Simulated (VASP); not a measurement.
Method: revPBE GGA, VASP's PBE PAW potentials (set 64) (plane waves; VASP).

A VASP calculation is set up with these files.

POSCAR:
```
P
1
    1.6573111384    -8.7120314757     0.0000000000
    1.6573111384     8.7120314757    -0.0000000000
    0.0000000000     0.0000000000     4.7381042414
P
4
Direct
  0.0598503897   0.9401496103   0.9071282952
  0.4401496103   0.5598503897   0.4071282952
  0.5598503897   0.4401496103   0.5928717048
  0.9401496103   0.0598503897   0.0928717048
```

KPOINTS:
```
Automatic mesh
0
Gamma
8 8 5
0 0 0
```

**INCAR**
```
SYSTEM = P
PREC = Accurate
ENCUT = 520
EDIFF = 1E-7
NELM = 100
ALGO = Normal
LREAL = .FALSE.
LASPH = .TRUE.
ISMEAR = -5
GGA = RE
LWAVE = .FALSE.
LCHARG = .TRUE.
LORBIT = 11
NEDOS = 601
ISIF = 2
LEFG = .TRUE.
```

POTCAR, in this order: P (PBE.64 set). Program: vasp_std.

Output

OSZICAR:
```
       N       E                     dE             d eps       ncg     rms          rms(c)
DAV:   1     0.902068054278E+02    0.90207E+02   -0.75160E+03  1764   0.112E+03
DAV:   2    -0.130290038325E+02   -0.10324E+03   -0.10073E+03  2440   0.179E+02
DAV:   3    -0.204699963276E+02   -0.74410E+01   -0.74008E+01  2376   0.534E+01
DAV:   4    -0.206098330087E+02   -0.13984E+00   -0.13954E+00  2432   0.855E+00
DAV:   5    -0.206143749915E+02   -0.45420E-02   -0.45412E-02  2544   0.143E+00    0.109E+01
DAV:   6    -0.205120606330E+02    0.10231E+00   -0.66858E-02  2226   0.159E+00    0.648E+00
DAV:   7    -0.204629103074E+02    0.49150E-01   -0.12953E-01  2142   0.227E+00    0.254E-01
DAV:   8    -0.204632947133E+02   -0.38441E-03   -0.95923E-03  2262   0.685E-01    0.163E-01
DAV:   9    -0.204633079222E+02   -0.13209E-04   -0.73494E-04  2718   0.195E-01    0.114E-01
DAV:  10    -0.204629401390E+02    0.36778E-03   -0.60485E-04  1938   0.177E-01    0.527E-02
DAV:  11    -0.204626041479E+02    0.33599E-03   -0.28438E-04  2184   0.115E-01    0.247E-02
DAV:  12    -0.204624309834E+02    0.17316E-03   -0.15427E-04  2226   0.716E-02    0.565E-03
DAV:  13    -0.204624221609E+02    0.88226E-05   -0.56665E-06  2364   0.160E-02    0.513E-03
DAV:  14    -0.204624210256E+02    0.11353E-05   -0.28876E-06  2094   0.115E-02    0.171E-03
DAV:  15    -0.204624205945E+02    0.43109E-06   -0.47961E-07  2146   0.414E-03    0.160E-03
DAV:  16    -0.204624205075E+02    0.86928E-07   -0.34756E-08  1344   0.138E-03
   1 F= -.20462421E+02 E0= -.20462421E+02  d E =0.000000E+00
```

File OUTCAR:
```
------------------------ aborting loop because EDIFF is reached ----------------------------------------
  FORCE on cell =-STRESS in cart. coord.  units (eV):
  Direction    XX          YY          ZZ          XY          YZ          ZX
  --------------------------------------------------------------------------------------
  Total       -0.1099040      0.1007991     -0.0650020      0.0000000     -0.0000000      0.0000000
  in kB       -1.2869633      1.1803450     -0.7611663      0.0000000     -0.0000000      0.0000000
  external PRESSURE =      -0.2892615 kB  Pullay stress =       0.0000000 kB
  volume of cell :      136.82
      direct lattice vectors                 reciprocal lattice vectors
     1.657311138 -8.712031476  0.000000000     0.301693501 -0.057391895  0.000000000
     1.657311138  8.712031476  0.000000000     0.301693501  0.057391895  0.000000000
     0.000000000  0.000000000  4.738104241     0.000000000  0.000000000  0.211054875
 POSITION                                       TOTAL-FORCE (eV/Angst)
 -----------------------------------------------------------------------------------
      1.65731      7.66919      4.29807         0.000000     -0.028483     -0.000387
      1.65731      1.04284      1.92902         0.000000      0.028483     -0.000387
      1.65731     -1.04284      2.80909         0.000000     -0.028483      0.000387
      1.65731     -7.66919      0.44004         0.000000      0.028483      0.000387
 -----------------------------------------------------------------------------------
    total drift:                               -0.000000     -0.000000     -0.000000
  FREE ENERGIE OF THE ION-ELECTRON SYSTEM (eV)
  ---------------------------------------------------
  free  energy   TOTEN  =       -20.4624205075 eV

  energy  without entropy=      -20.4624205075  energy(sigma->0) =      -20.46242051

 total charge

# of ion       s       p       d       tot
------------------------------------------
    1        1.080   1.379   0.000   2.460
    2        1.080   1.379   0.000   2.460
    3        1.080   1.379   0.000   2.460
    4        1.080   1.379   0.000   2.460
--------------------------------------------------
tot          4.322   5.517   0.000   9.839

 Electric field gradients after diagonalization (V/A^2)
 (convention: |V_zz| > |V_xx| > |V_yy|)
----------------------------------------------------------------------
 ion       V_xx      V_yy      V_zz     asymmetry (V_yy - V_xx)/ V_zz
----------------------------------------------------------------------
   1      43.681    37.944   -81.625       0.070
   2      43.681    37.944   -81.625       0.070
   3      43.681    37.944   -81.625       0.070
   4      43.681    37.944   -81.625       0.070
```
(Selected blocks of OUTCAR.)

**OUTCAR**
```
 val. band max:        1.1464047540   @ k =   0.5000   0.5000   0.0000

 cond. band min:       2.1680755732   @ k =   0.5000   0.5000   0.0000


 Fermi energy:         1.1506092910

 k-point     1 :       0.0000    0.0000    0.0000
  band No.  band energies     occupation
      1     -13.6425      2.00000
      2     -11.2536      2.00000
      3      -8.0970      2.00000
      4      -4.4054      2.00000
      5      -3.6179      2.00000
      6      -3.1868      2.00000
      7      -2.1162      2.00000
      8      -0.5899      2.00000
      9      -0.3514      2.00000
     10       1.1380      2.00000
     11       2.2836      0.00000
     12       2.8250      0.00000
     13       3.7738      0.00000
     14       4.3374      0.00000

 k-point     2 :       0.1250    0.0000    0.0000
  band No.  band energies     occupation
      1     -13.4596      2.00000
      2     -11.0614      2.00000
      3      -8.1646      2.00000
      4      -4.2724      2.00000
      5      -3.7980      2.00000
      6      -3.0329      2.00000
      7      -3.0294      2.00000
      8      -1.4812      2.00000
      9      -0.3092      2.00000
     10       1.0857      2.00000
     11       2.4437      0.00000
     12       3.5032      0.00000
     13       4.2539      0.00000
     14       5.0138      0.00000

 k-point     3 :       0.2500    0.0000    0.0000
  band No.  band energies     occupation
      1     -12.9172      2.00000
      2     -10.4879      2.00000
      3      -8.5840      2.00000
      4      -4.9281      2.00000
      5      -4.1299      2.00000
      6      -3.9234      2.00000
      7      -2.5834      2.00000
      8      -1.9973      2.00000
      9      -0.4047      2.00000
     10       0.7450      2.00000
     11       2.5024      0.00000
     12       2.8794      0.00000
     13       4.5759      0.00000
     14       4.6539      0.00000

 k-point     4 :       0.3750    0.0000    0.0000
  band No.  band energies     occupation
...
```

Without a dispersion term in the relaxation, distances and binding between the weakly bound layers, chains or molecules are unreliable, and so is what depends on them.

The compound is P in the black structure. It was relaxed first, which changed the volume by +80 %.
